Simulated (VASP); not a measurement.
Here is a VASP 6.6.1 calculation.

INCAR

```
SYSTEM = TcSe2
PREC = Accurate
ENCUT = 520
EDIFF = 1E-6
ISMEAR = 0
SIGMA = 0.05
LREAL = .FALSE.
LASPH = .TRUE.
NELM = 80
ALGO = Normal
ISIF = 2
LWAVE = .FALSE.
LCHARG = .FALSE.
ISPIN = 2
MAGMOM = 0.5 0 0
LORBIT = 11
LMAXMIX = 4
LDAU = .TRUE.
LDAUTYPE = 2
LDAUL = 2 -1
LDAUU = 3 0
LDAUJ = 0 0
LDAUPRINT = 1
GGA = PS
NBANDS = 24
```

File KPOINTS:

```
Automatic mesh
0
G
  6 6 6
  0 0 0
```

File POSCAR:

```
TcSe2
1.0
    1.9284189500      1.1133732000      5.8303367600
   -1.9284189500      1.1133732000      5.8303367600
    0.0000000000     -2.2267463900      5.8303367600
Tc Se
1 2
Direct
    0.0000000000      0.0000000000      0.0000000000
    0.2520000000      0.2520000000      0.2520000000
    0.7480000000      0.7480000000      0.7480000000
```

Potentials or basis: VASP PAW PBE potentials, release 64 (Tc_pv, Se).

Run with:

```sh
$ cat potpaw_PBE.64/Tc_pv/POTCAR potpaw_PBE.64/Se/POTCAR > POTCAR
$ mpirun -np 1 vasp_std > vasp.out
```

Q: What does it give for the net moment?

A: 2.99 μB per cell.

Q: What does it give for the pressure?

A: -6.2 GPa.

Q: What does it give for the band gap on the k mesh?

A: None (metal or under the smearing width).

Eigenvalues of the final occupation matrices:
| site | spin | trace | eigenvalues |
| --- | --- | --- | --- |
| site 1 d | 1 | 3.83 | 0.58 0.58 0.89 0.89 0.89 |
| site 1 d | 2 | 0.99 | 0.08 0.09 0.09 0.36 0.36 |

Caveat: the PAW data sets were made with another functional, which shifts forces and pressure a little. The state reached can hang on the start; a lower one may exist.
